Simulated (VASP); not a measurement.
The system is MgCd2Te3.

```
Mg Cd Te
1.0
     9.25339   -0.03652   -0.17442
    -2.32916    3.97499    0.00698
    -0.21304   -0.10330   11.68726
Mg Cd Te
2 4 6
Direct
  0.98411 0.98516 0.25545
  0.49785 0.98608 0.25806
  0.32911 0.33582 0.92448
  0.83584 0.34999 0.92077
  0.16469 0.66111 0.57860
  0.67235 0.66861 0.58331
  0.99988 0.99663 0.00429
  0.49491 0.97498 0.00759
  0.17889 0.67937 0.33420
  0.67332 0.68895 0.32631
  0.33641 0.34802 0.67715
  0.83752 0.33807 0.66617
```

The cell was built by a generator and needn't be a form met in nature.

```yaml
Program: VASP 6.6.1
Task: relaxation of cell and atoms
Functional: PBE
Potentials_or_basis: VASP PAW PBE potentials, release 64 (Mg, Cd, Te)
Cutoff: 520 eV
k_mesh: 4 × 4 × 2
Occupations: gaussian, width 0.05 eV
Spin: no spin polarisation
```

At the start: pressure 0.4 GPa; volume 35.73 Å³/atom.

How do energy, volume and symmetry change on relaxing?

Over 12 steps the energy falls by 33.7 meV/atom and the volume is 35.66 Å³/atom (-0.2 %); space group Pc (No. 7, to 0.05 Å).

The path:
```
step  energy change (eV)  largest force (eV/Å)  pressure (GPa)  volume (Å³)
   1              0.0000                1.0536            0.38       428.71
   2             -0.2808                0.4928           -0.33       433.82
   3             -0.3196                0.4079           -0.58       436.67
   4             -0.3802                0.2077           -0.01       428.63
   5             -0.3871                0.1565            0.31       424.85
   6             -0.3978                0.0781            0.02       428.31
   7             -0.3978                0.0807           -0.01       428.58
   8             -0.4010                0.0468           -0.03       429.00
   9             -0.4026                0.0344           -0.06       429.43
  10             -0.4014                0.0625           -0.11       430.28
  11             -0.4029                0.0408           -0.09       429.67
  12             -0.4039                0.0240            0.05       427.98
```

Final structure:
```
Mg Cd Te
1.0
     9.30709   -0.02724   -0.01378
    -2.33824    4.05109   -0.00217
    -0.02305   -0.01755   11.37025
Mg Cd Te
2 4 6
Direct
  0.00015 0.00104 0.25469
  0.50059 0.00085 0.25504
  0.33203 0.32774 0.92254
  0.83218 0.33671 0.91970
  0.17029 0.67341 0.58371
  0.66804 0.66685 0.58422
  0.99785 0.00139 0.00655
  0.49930 0.99610 0.00720
  0.16679 0.66791 0.33148
  0.66700 0.66747 0.33196
  0.33503 0.33734 0.67046
  0.83562 0.33597 0.66881
```
